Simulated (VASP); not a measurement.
## Sc (relaxed from the beta-Sn structure, space group I4_1/amd): computed properties

The numbers are results of PBEsol GGA, VASP's PBE PAW potentials (set 64) (plane waves; VASP), not measurements.

For Sc, the space group comes out as I4_1/amd (141). The cell comes out as a = 5.533 Å, b = 5.533 Å, c = 3.069 Å, α = 90.00°, β = 90.00°, γ = 90.00°. The volume per atom is 23.49 Å^3/atom and the band gap (over mesh and band path) comes out as none (metal, semimetal or under 0.01 eV). The density is 3.18 g/cm³.

Space group I4₁/amd, origin choice 1 (No. 141); a = 5.533 Å, b = 5.533 Å, c = 3.069 Å, α = 90.00°, β = 90.00°, γ = 90.00°

```
atom  site  symmetry       x       y       z
----  ----  --------  ------  ------  ------
Sc      4a      -4m2  0.0000  0.0000  0.0000
```
(The calculation used a cell of 2 atoms; values per cell refer to that cell.)

The structure was generated: Sc was put into the beta-Sn type (I4_1/amd), which need not be its known phase. It was relaxed first, which changed the volume by -11 %. Symmetry was kept, so distortions that lower it aren't found.
